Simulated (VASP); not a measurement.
Crystal: AgB4.

```
CELL_PARAMETERS angstrom
3.03213 0.00000 0.00000
-1.51607 2.62591 0.00000
0.00000 0.00000 5.69874
ATOMIC_POSITIONS crystal
Ag 0.00000 0.00000 0.00000
B 0.33333 0.66667 0.66495
B 0.66667 0.33333 0.66495
B 0.33333 0.66667 0.33505
B 0.66667 0.33333 0.33505
```

The cell was built by a generator and needn't be a form met in nature.

| Quantity | Value |
| --- | --- |
| Program | VASP 6.6.1 |
| Task | relaxation of cell and atoms |
| Functional | PBE |
| Potentials or basis | VASP PAW PBE potentials, release 64 (Ag, B) |
| Cutoff | 600 eV |
| k mesh | 10 × 10 × 5 |
| Occupations | gaussian, width 0.05 eV |
| Spin | no spin polarisation |

At the start: pressure 4.9 GPa; volume 9.07 Å³/atom.

Question: Where does the relaxation end?

Answer: Over 6 steps the energy falls by 3.6 meV/atom and the volume is 9.32 Å³/atom (+2.7 %); space group P6/mmm (No. 191, to 0.05 Å).

Step by step:
```
step  energy change (eV)  largest force (eV/Å)  pressure (GPa)  volume (Å³)
   1              0.0000                0.0025            4.89        45.37
   2             -0.0124                0.0063           -2.45        47.22
   3             -0.0180                0.0059            0.06        46.54
   4             -0.0182                0.0142            0.02        46.58
   5             -0.0182                0.0191            0.00        46.58
   6             -0.0182                0.0098            0.01        46.59
```

Final structure:
```
CELL_PARAMETERS angstrom
3.05913 0.00001 0.00000
-1.52956 2.64930 0.00000
0.00000 0.00000 5.74902
ATOMIC_POSITIONS crystal
Ag 0.00000 0.00000 0.00000
B 0.33333 0.66667 0.66488
B 0.66667 0.33333 0.66488
B 0.33333 0.66667 0.33512
B 0.66667 0.33333 0.33512
```
